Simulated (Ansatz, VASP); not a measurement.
**WSe2 in two plane-wave programs**

Aim: how closely do two programs agree when they are given the same cell, functional and k mesh? The cell is taken from a series of runs on this material, whose earlier steps may have relaxed, scaled, displaced or heated it; both programs get it as it stands.

Main program and level: Ansatz 0.2.0; plane waves, with VASP 6.6.1 beside it; single point at PBEsol, spin-orbit coupling.

### 1. The starting structure

The cell holds 9 atoms: 6 Se and 3 W. Its edges and angles: a = 3.234 Å, b = 3.234 Å, c = 54.800 Å, α = 90.0°, β = 90.0°, γ = 120.0°. It derives from WSe2. Vacuum lies along c.

### 2. Ansatz: single point, PBEsol, spin-orbit coupling

Ansatz runs on its PAW fully relativistic soft_1 files.

With cell and atoms fixed, the geometry can't cause a difference; cores, projectors, grids and the points listed under the comparison can.

input.yaml

```yaml
crystal:
  lattice:
    - [3.2337893724, 0.0, 0.0]
    - [-1.6168946862, 2.800543747, 0.0]
    - [0.0, 0.0, 54.8]
  atoms:
    - { symbol: Se, position: [0.3333333333, 0.6666666667, 0.3559884775] }
    - { symbol: W, position: [0.6666666667, 0.3333333333, 0.3866714842] }
    - { symbol: Se, position: [0.3333333333, 0.6666666667, 0.4173668767] }
    - { symbol: Se, position: [0.6666666667, 0.3333333333, 0.4693430122] }
    - { symbol: W, position: [0.3333333333, 0.6666666667, 0.5] }
    - { symbol: Se, position: [0.6666666667, 0.3333333333, 0.5306569878] }
    - { symbol: Se, position: [0.3333333333, 0.6666666667, 0.5826331233] }
    - { symbol: W, position: [0.6666666667, 0.3333333333, 0.6133285158] }
    - { symbol: Se, position: [0.3333333333, 0.6666666667, 0.6440115225] }
  periodic: [true, true, false]
kpoints:
  mp_grid: { grid: [6, 6, 1] }
  band_path:
    path:
      - [0.0, 0.0, 0.0]
      - [0.5, 0.0, 0.0]
      - [0.3333333333, 0.3333333333, 0.0]
      - [0.1666666667, 0.1666666667, 0.0]
    npoints: 1
hamiltonian:
  xc: pbesol
  pseudopotentials: { kind: paw_fr, azcp: { folder: soft_1 }, xc_functional: pbe }
scf:
  occupations: { method: fermi_dirac, width: 0.02 }
  n_extra_bands: 14
magnetization:
  noncollinear: true
  spin_orbit: true
output:
  eigenvalues: true
  forces: true
  stress: true
```

On the command line:

```sh
$ ansatz run input.yaml --threads 2 --pin off --max-ram 92160MiB --backend cuda --events-out ev --progress --plain --runs-dir out --devices 1 --max-vram 13GiB
```

Numbers of over 12 decimals in the logs are rounded to 6 here.

Output:

```text
scf.n_extra_bands = 14 over 138 filled bands (N_el = 138.0): the run solves 152 bands
GPUs: using 1 of 1 available (devices: 1).
Engine: ansatz 0.2.0, x86_64-unknown-linux-gnu
Pseudopotentials: kind: paw_fr
Pseudopotential: Se, paw, valence charge 16, recommended cutoff 420 eV (normal), soft_1/Se.paw.azcp
Pseudopotential: W, paw, valence charge 14, recommended cutoff 420 eV (normal), soft_1/W.paw.azcp
Functional definition: PBEsol
  exchange = pbesol_x
  correlation = pbesol_c
non-collinear run that drives no moment, with spin-orbit: no starting moment large enough to seed its density (crystal.atoms[].spin), no starting occupations that ask for one, no magnetisation constraint and no magnetic field, so the semilocal B_xc is pinned to zero
device memory: the entry about to start is reckoned to put 6.6 GiB on a device that reports 44.8 GiB free (of which the cap on the GPU budget leaves the run 13.0 GiB)
GPU FFT provider: cuFFT
GPU libraries: cuBLAS 13.8.2, cuFFT 12.4.0, cuSOLVER 12.3.4
Crystal: 9 atoms, lattice volume = 496.289 Å³
Basis set: ecut = 420 eV, 9891 PW (Γ), exchange–correlation on 48×48×750 points (8 copies of the dense FFT grid, shifted against one another)
Bands: 152, of which v1, the nominal top of the filled ones, is band 138 counted from 1 (137 counted from 0)
Symmetry: 12 space group operations + 12 with time reversal
Magnetic group: BNS 187.210 (UNI 1440), of the structure as read, at distance tolerance 7.9e-5 Å
k-points: 7 of 36 (time reversal used)
Projection manifold: j_resolved (fully-relativistic pseudo-atomic orbitals)
Non-local potential: Se, projectors of the file, resolved by j, l = 0: 2, l = 1: 4, l = 2: 6, l = 3: 2
Non-local potential: W, projectors of the file, resolved by j, l = 0: 3, l = 1: 4, l = 2: 4, l = 3: 2
PAW form: soft (Blöchl's): semilocal exchange-correlation on the pseudo side does not see the compensation charge
PAW frozen core: Se, regenerated for the run's functional, and the local potential with it (the file was generated under x = pbe(κ = 0.804, μ = 0.219515), c = pbe(β = 0.066725))
PAW frozen core: W, regenerated for the run's functional, and the local potential with it (the file was generated under x = pbe(κ = 0.804, μ = 0.219515), c = pbe(β = 0.066725))
PAW one-centre angular grid: Se, 590 points (default); XC on 64 Gauss nodes
PAW one-centre angular grid: W, 590 points (default); XC on 64 Gauss nodes
Initial density: superposition of atomic densities (neutral atoms: chi_scale 0, normalization atom)
Initial wavefunctions: pseudopotential atomic-orbital guess
GPU buffer pool allocated for 216000 grid points (all kernels)
GPU transforms: local potential and band sums: pruned to the plane-wave sphere, on 24×24×375
Functional: x = pbesol(κ = 0.804, μ = 0.123457), c = pbesol(β = 0.046)
iter 1 solved again at ethr=2.69e-3 eV; its pass at ethr=3.10e-3 eV (dr2=3.71e0 eV) is discarded
SCF iter   1: F=—  HF=-63397.668535 eV  |F-HF|=—  |Δ(HF+E_count)|=         —  Δρ=2.08e-2  dr2=3.66e0  dr2_m=0.00e0 (ungated)  ethr=2.69e-3  |M|=0.00e0 ∫|m|=0.00e0 μB  |m|>n=0.0e0 m-floor=0.0e0 τ_xc=0.0e0  β_m=0.30  ⟨swp⟩=2.0  Hψ=8135  notcnv=0
preconditioner: auto → Resta (q_TF=auto, 2.204 Å⁻¹)  ε∞=3.3  [insulator: Δε(μ)=0.906 eV  Ē_g=8.096 eV  σ=0.020 eV  W_gap=1.00  n_scr=38 (ndim 8)  ℏωp=12.2 eV  f_vac=0.648  D(μ)=0.00/eV (n_scr^D=0)  ε∞_Penn≈3.3  vacuum switching on, ρ_ref=4.8e-3 e/Å³]
spin=Noncollinear: Resta preconditioning applied to the charge; magnetization (m_x, m_y, m_z) channels mix plain (no charge-response kernel on spin).
SCF iter   2: F=—  HF=-63397.063404 eV  |F-HF|=—  |Δ(HF+E_count)|=   6.05e-1  Δρ=1.47e-2  dr2=1.28e0  dr2_m=0.00e0 (ungated)  ethr=2.65e-3  |M|=0.00e0 ∫|m|=0.00e0 μB  |m|>n=0.0e0 m-floor=0.0e0 τ_xc=0.0e0  β_m=0.54  ⟨swp⟩=3.0  Hψ=1450  notcnv=0
SCF iter   3: F=—  HF=-63396.647334 eV  |F-HF|=—  |Δ(HF+E_count)|=   4.16e-1  Δρ=4.66e-3  dr2=4.60e-1  dr2_m=0.00e0 (ungated)  ethr=9.31e-4  |M|=0.00e0 ∫|m|=0.00e0 μB  |m|>n=0.0e0 m-floor=0.0e0 τ_xc=0.0e0  β_m=0.47  ⟨swp⟩=4.0  Hψ=2131  notcnv=0
SCF iter   4: F=—  HF=-63396.580635 eV  |F-HF|=—  |Δ(HF+E_count)|=   6.67e-2  Δρ=1.77e-3  dr2=2.51e-2  dr2_m=0.00e0 (ungated)  ethr=3.33e-4  |M|=0.00e0 ∫|m|=0.00e0 μB  |m|>n=0.0e0 m-floor=0.0e0 τ_xc=0.0e0  β_m=0.56  ⟨swp⟩=2.9  Hψ=1695  notcnv=0  defer=46
SCF iter   5: F=—  HF=-63396.578815 eV  |F-HF|=—  |Δ(HF+E_count)|=   1.82e-3  Δρ=7.71e-4  dr2=1.27e-2  dr2_m=0.00e0 (ungated)  ethr=1.82e-5  |M|=0.00e0 ∫|m|=0.00e0 μB  |m|>n=0.0e0 m-floor=0.0e0 τ_xc=0.0e0  β_m=0.55  ⟨swp⟩=4.4  Hψ=1901  notcnv=0  defer=46
SCF iter   6: F=—  HF=-63396.579204 eV  |F-HF|=—  |Δ(HF+E_count)|=   3.90e-4  Δρ=4.31e-4  dr2=4.11e-3  dr2_m=0.00e0 (ungated)  ethr=9.17e-6  |M|=0.00e0 ∫|m|=0.00e0 μB  |m|>n=0.0e0 m-floor=0.0e0 τ_xc=0.0e0  β_m=0.58  ⟨swp⟩=3.4  Hψ=1705  notcnv=0  defer=46
[...]
NSCF: frozen V_eff on 4 k-points
SCF converged after 12 iterations
Magnetization: |M| = 0.0000 μB,  M = (+0.0000, +0.0000, +0.0000) μB
Absolute magnetization: 0.0000 μB (∫|m|)
  site 0: m = (+0.0000, +0.0000, +0.0000) μB, |m| = 0.0000 μB  (R = 1.04 Å)
  site 1: m = (+0.0000, +0.0000, +0.0000) μB, |m| = 0.0000 μB  (R = 1.04 Å)
  site 2: m = (+0.0000, +0.0000, +0.0000) μB, |m| = 0.0000 μB  (R = 1.04 Å)
  site 3: m = (+0.0000, +0.0000, +0.0000) μB, |m| = 0.0000 μB  (R = 1.04 Å)
  site 4: m = (+0.0000, +0.0000, +0.0000) μB, |m| = 0.0000 μB  (R = 1.04 Å)
  site 5: m = (+0.0000, +0.0000, +0.0000) μB, |m| = 0.0000 μB  (R = 1.04 Å)
  site 6: m = (+0.0000, +0.0000, +0.0000) μB, |m| = 0.0000 μB  (R = 1.04 Å)
  site 7: m = (+0.0000, +0.0000, +0.0000) μB, |m| = 0.0000 μB  (R = 1.04 Å)
  site 8: m = (+0.0000, +0.0000, +0.0000) μB, |m| = 0.0000 μB  (R = 1.04 Å)
Free energy (F): -63396.579217 eV
Harris-Foulkes:  -63396.579217 eV  (|F-HF|=3.40e-8)
Internal energy: -63396.579217 eV  (E = F + TS)
E sigma→0 (E₀):  -63396.579217 eV
Fermi energy:    -4.283284 eV
--- Per-component energies (eV) ---
  E_band       = -4987.204587
  E_kinetic    = 1941.301383
  E_local      = -1464836.678119  (includes V_loc(G=0)·N_el)
  E_nonlocal   = -2192.237919
  E_hartree    = 731485.493627
  E_xc         = -1310.245466
  E_vxc        = -1242.213186  (∫ρ·V_xc dr)
  E_paw        = -37935.521938  (= ΣΔE_a)
  E_vpaw       = -1628.337198  (= ΣTr[D̂ρ^β])
  E_aug_tail   = -0.001742  (compensation charges beyond the density's cutoff)
  E_ewald      = 709444.557547
  E_core_change = 6.753409  (= ΣΔE_core)
  E_smearing   = -0.000000  (= −TS)
  E_closure    = -0.000000  (closes the sum)
  Σ components = -63396.579217   (vs F -63396.579217, Δ=0.00e0)
--- Forces (eV/Å), atoms counted from 1 ---
  atom   1  Se     0.00000000     0.00000000    -0.10219232
  atom   2  W      0.00000000    -0.00000000    -0.10198998
  atom   3  Se     0.00000000     0.00000000    -0.02859565
  atom   4  Se    -0.00000000    -0.00000000    -0.00127984
  atom   5  W      0.00000000     0.00000000     0.00000000
  atom   6  Se    -0.00000000    -0.00000000     0.00127984
  atom   7  Se     0.00000000     0.00000000     0.02859565
  atom   8  W      0.00000000    -0.00000000     0.10198998
  atom   9  Se     0.00000000     0.00000000     0.10219232
  max |Σ_I F_I| component: 1.08e-16 eV/Å
--- 2D stress c σ (N/m, compression-positive) ---
        6.652773       0.000000       0.000000
        0.000000       6.652773       0.000000
        0.000000       0.000000       0.000000
  P = ½ c Tr σ = 6.6528 N/m
--- Band table (eV; the first three rows and the last of 7) ---
  k-point 0: bands = [... 134 lower, -4.9815, -4.9815, -4.6970, -4.6970, -2.2005, -2.2005, -2.1627, -2.1627, ... 10 higher]
  k-point 1: bands = [... 134 lower, -5.5201, -5.5201, -5.4692, -5.4692, -3.0401, -3.0401, -2.8605, -2.8605, ... 10 higher]
  k-point 2: bands = [... 134 lower, -6.0831, -6.0831, -6.0102, -6.0102, -3.2028, -3.2028, -2.9604, -2.9604, ... 10 higher]
  k-point 6: bands = [... 134 lower, -5.3458, -4.9203, -4.8917, -4.8441, -3.3913, -3.3751, -3.3274, -3.2819, ... 10 higher]
```

(Continued in part 2 of 2.)

[Lines on the potential files, build, host, timing and source positions are cut from VASP's logs without a mark.]

[Logs are printed without paths, hosts, clocks, repeated set-up lines and the standing remarks that a program may print on its own settings, such as how far it seeks lower states.]

[Hosts, paths, dates, database ids (printed as entryN), source tags and the programs' standing remarks are cut or masked in the printed files.]
